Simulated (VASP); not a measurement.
**Ti: single point with LDA**

Crystal: Ti.

```
Ti
1.0
     0.00000    2.20528    1.72012
     2.20528    0.00000    1.72012
     2.20528    2.20528    0.00000
Ti
1
Direct
  0.00000 0.00000 0.00000
```

This isn't the form of Ti at room conditions, which is hcp.

- Program: VASP 6.6.1
- Task: single point
- Functional: LDA
- Potentials or basis: VASP PAW LDA potentials, release 64 (Ti_sv)
- Cutoff: 520 eV
- k mesh: 22 × 22 × 22
- Occupations: gaussian, width 0.15 eV
- Spin: no spin polarisation
- Dipole correction: no
- Further INCAR settings: ALGO = Fast; EDIFF = 1e-06; NBANDS = 12

| Quantity | Value |
| --- | --- |
| Pressure | -5.8 GPa |
| Band gap on the k mesh | none (metal or under the smearing width) |

Stress tensor (GPa, compression positive):
```
-6.23  0.00  0.00
 0.00 -6.23  0.00
 0.00  0.00 -4.80
```

Levels at points of the mesh, in eV from the Fermi level:
```tsv
k point	band 2	band 3	band 4	band 5	band 6	band 7	band 8	band 9	band 10	band 11
(0.00, 0.00, 0.00)	-31.98	-31.98	-31.98	-5.98	0.77	0.77	1.44	2.34	3.11	16.72
(0.50, 0.00, 0.00)	-32.77	-32.20	-31.98	-2.56	-0.18	1.14	2.27	3.28	4.34	8.96
(0.50, 0.50, 0.00)	-32.61	-32.46	-32.46	-2.40	-2.11	3.93	4.12	4.12	6.90	9.63
(0.50, 0.00, 0.50)	-32.75	-32.26	-32.04	-2.59	-1.03	1.81	3.29	3.42	4.49	9.69
```

Run time: 2.2 min on 1 thread of Intel(R) Xeon(R) Platinum 8488C (Sapphire Rapids) (shared host), peak memory 0.26 GiB.
